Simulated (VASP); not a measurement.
A VASP calculation is set up with these files.

File KPOINTS:
```
Automatic mesh
0
Gamma
10 10 10
0 0 0
```

INCAR:
```
# general
SYSTEM = LiF
PREC   = Accurate
ENCUT  = 520
LREAL  = .FALSE.
LASPH  = .TRUE.

# electronic loop
EDIFF  = 1E-6
NELM   = 100
ALGO   = Normal
IMIX   = 4
AMIX   = 1.0
BMIX   = 0.0001

# smearing
ISMEAR = 0
SIGMA  = 0.05

# functional
GGA    = PE

# ions
ISIF   = 2

# output
LWAVE  = .FALSE.
LCHARG = .FALSE.
```

File POSCAR:
```
LiF
1
    0.0000000000     2.0553000000     2.0553000000
    2.0553000000     0.0000000000     2.0553000000
    2.0553000000     2.0553000000     0.0000000000
Li F
1 1
Direct
  0.0000000000   0.0000000000   0.0000000000
  0.5000000000   0.5000000000   0.5000000000
```

POTCAR, in this order: Li_sv F (PBE.64 set). Program: vasp_std.

Question: Translate this PBE calculation to Quantum ESPRESSO's pw.x.

Answer: One equivalent input (not run):
```
&CONTROL
  calculation = 'scf'
  pseudo_dir = './pseudo'
  outdir = './out'
  tprnfor = .true.
  tstress = .true.
/
&SYSTEM
  ibrav = 0
  nat = 2
  ntyp = 2
  ecutwfc = 84
  occupations = 'smearing'
  smearing = 'gaussian'
  degauss = 0.003675
  input_dft = 'pbe'
/
&ELECTRONS
  conv_thr = 7.3e-08
  electron_maxstep = 100
/
ATOMIC_SPECIES
  Li 6.940 Li.upf
  F 18.998 F.upf
CELL_PARAMETERS angstrom
     0.0000000    2.0553000    2.0553000
     2.0553000    0.0000000    2.0553000
     2.0553000    2.0553000    0.0000000
ATOMIC_POSITIONS crystal
  Li   0.0000000  0.0000000  0.0000000
  F    0.5000000  0.5000000  0.5000000
K_POINTS automatic
  10 10 10 0 0 0
```
The two are equivalent in intent, not identical: the potentials are each code's own (VASP's PAW set, PseudoDojo norm-conserving files in pw.x), so ENCUT and ecutwfc are chosen apart and not converted; conv_thr bounds pw.x's estimated SCF error, while EDIFF bounds the energy change between steps.

The compound is LiF in the rock salt structure. The cell was not relaxed at this level. The run is one of a series of settings (AMIX = 1.0, BMIX = 0.0001, IMIX = 4 against the base run), some of them coarse on purpose.
